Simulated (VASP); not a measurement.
FH, 2 atoms in the cell. The cell holds a molecule in a box, 2 atoms: a = 10.000 Å, b = 10.500 Å, c = 11.000 Å, α = 90.00°, β = 90.00°, γ = 90.00°. 

- Program: VASP 6.6.1
- Task: relaxation of the atoms
- Functional: PBE
- Dispersion: D3(BJ)
- Potentials or basis: VASP PAW PBE potentials, release 64 (F, H)
- Cutoff: 520 eV
- k mesh: 1 × 1 × 1
- Occupations: gaussian, width 0.05 eV
- Spin: no spin polarisation
- Further INCAR settings: ALGO = Fast; EDIFF = 1e-06; IBRION = 2; EDIFFG = -0.01; NSW = 40

Potentials or basis: VASP PAW PBE potentials, release 64 (F, H).

Run with:

```sh
$ cat potpaw_PBE.64/F/POTCAR potpaw_PBE.64/H/POTCAR > POTCAR
$ mpirun -np 1 vasp_std > vasp.out
```

Hardware: 1 thread of Intel(R) Xeon(R) Platinum 8488C (Sapphire Rapids) (shared host).

Task: Estimate the wall time of this run.

Result: Wall time 120 s on 1 thread of Intel(R) Xeon(R) Platinum 8488C (Sapphire Rapids), on a shared host, peak memory 1.1 GiB. Counts: scf iterations 47, k points 1, ion steps 3.
